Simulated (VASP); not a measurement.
Given:

```
CELL_PARAMETERS angstrom
      4.59928     0.00000     0.00000
      0.00000     4.59928     0.00000
      0.00000     0.00000     4.59928
ATOMIC_POSITIONS crystal
  Fe 0.86374 0.63626 0.36374
  Fe 0.36374 0.86374 0.63626
  Fe 0.13626 0.13626 0.13626
  Fe 0.63626 0.36374 0.86374
  Ge 0.15804 0.34196 0.65804
  Ge 0.65804 0.15804 0.34196
  Ge 0.84196 0.84196 0.84196
  Ge 0.34196 0.65804 0.15804
```
Starting moments (μB, in the order of the record's atoms Fe Fe Fe Fe Ge Ge Ge Ge): 1.1 1.1 1.1 1.1 -0.1 -0.1 -0.1 -0.1.

Computed with PBEsol GGA, VASP's PBE PAW potentials (set 64) (plane waves; VASP 6.6.1). Settings: 500 eV cut-off, 7×7×7 Γ-centred mesh, first-order Methfessel-Paxton smearing of 0.10 eV, potentials Fe Ge_d.

Energy and stress use the plane-wave basis of the starting cell.

### Question
The ions, cell shape and volume at an external pressure of 5.0 GPa are relaxed. Give the cell that the relaxation ends in.

### Answer

```
CELL_PARAMETERS angstrom
      4.56004     0.00000     0.00000
      0.00000     4.56004     0.00000
      0.00000     0.00000     4.56004
ATOMIC_POSITIONS crystal
  Fe 0.86237 0.63763 0.36237
  Fe 0.36237 0.86237 0.63763
  Fe 0.13763 0.13763 0.13763
  Fe 0.63763 0.36237 0.86237
  Ge 0.15770 0.34230 0.65770
  Ge 0.65770 0.15770 0.34230
  Ge 0.84230 0.84230 0.84230
  Ge 0.34230 0.65770 0.15770
```
Space group P2_13 (198), at a tolerance of 0.03 Å. The cell ends with 4.04 μB, on the sites 1.09 1.09 1.09 1.09 -0.06 -0.06 -0.06 -0.06 μB.

### Question
How do energy and volume change from the first to the last step?

### Answer
The energy (σ→0) changes by +4.8 meV/atom and the volume by -2.5 %, in 6 ionic steps.

The compound is FeGe in the B20 structure. This run relaxes it under an external pressure of 5 GPa. Symmetry was kept, so distortions that lower it aren't found.
